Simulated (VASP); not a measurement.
A convergence study with VASP on MnO$_{2}$ (rutile): one setting is varied, all else stays as given below, so the limit is that of these other settings.

```yaml
crystal:
  lattice:
    - [4.40000, 0.00000, 0.00000]
    - [0.00000, 4.40000, 0.00000]
    - [0.00000, 0.00000, 2.87000]
  atoms:
    - { symbol: Mn, position: [0.00000, 0.00000, 0.00000], spin: 3.0 }
    - { symbol: Mn, position: [0.50000, 0.50000, 0.50000], spin: -3.0 }
    - { symbol: O, position: [0.30500, 0.30500, 0.00000] }
    - { symbol: O, position: [0.80500, 0.19500, 0.50000] }
    - { symbol: O, position: [0.19500, 0.80500, 0.50000] }
    - { symbol: O, position: [0.69500, 0.69500, 0.00000] }
```

Calculation: PBE GGA, VASP's PBE PAW potentials (set 64) (plane waves; VASP). The tightest run used: 700 eV cut-off, 9×9×13 Monkhorst-Pack mesh, Gaussian smearing of 0.050 eV, potentials Mn_pv O.

Q: The settings run are 1×1×1 mesh; 1×1×2 mesh; 2×2×3 mesh; 3×3×4 mesh; 3×3×5 mesh; 4×4×6 mesh; 5×5×7 mesh; 5×5×8 mesh; 6×6×9 mesh; 7×7×10 mesh; 7×7×11 mesh; 8×8×12 mesh; 9×9×13 mesh. From which on does the energy per atom stay within 0.01 eV/atom of the tightest run?

A: From 3×3×4 mesh on: it is off by 0.0014 there and by no more than 0.01 in any finer run, while 2×2×3 mesh is off by 0.0221.
| setting | E (eV/atom) | pressure (GPa) | largest force (eV/Å) | irreducible k-points | difference judged (eV/atom) |
|---|---|---|---|---|---|
| 1×1×1 mesh | -7.1144 | 17.42 | 2.368 | 1 | 0.8737 |
| 1×1×2 mesh | -7.9149 | 1.79 | 0.469 | 1 | 0.0731 |
| 2×2×3 mesh | -7.9660 | 4.02 | 0.142 | 2 | 0.0221 |
| 3×3×4 mesh | -7.9866 | 3.49 | 0.170 | 6 | 0.0014 |
| 3×3×5 mesh | -7.9863 | 3.25 | 0.173 | 9 | 0.0017 |
| 4×4×6 mesh | -7.9879 | 3.20 | 0.174 | 9 | 0.0001 |
| 5×5×7 mesh | -7.9881 | 3.45 | 0.154 | 24 | 0.0001 |
| 5×5×8 mesh | -7.9887 | 3.37 | 0.159 | 24 | 0.0006 |
| 6×6×9 mesh | -7.9882 | 3.42 | 0.155 | 30 | 0.0002 |
| 7×7×10 mesh | -7.9880 | 3.45 | 0.152 | 50 | 0.0000 |
| 7×7×11 mesh | -7.9882 | 3.44 | 0.152 | 60 | 0.0001 |
| 8×8×12 mesh | -7.9880 | 3.42 | 0.153 | 60 | 0.0000 |
| 9×9×13 mesh | -7.9880 | 3.44 | 0.153 | 105 | 0.0000 |

Left out are rungs that failed or repeat a setting and relaxations that didn't move; long series are thinned to 24 rows.

The compound is MnO2 in the rutile structure. The cell was not relaxed at this level, forces remain on its atoms. The spin order is the one that the start imposed; others were not tried in this run.
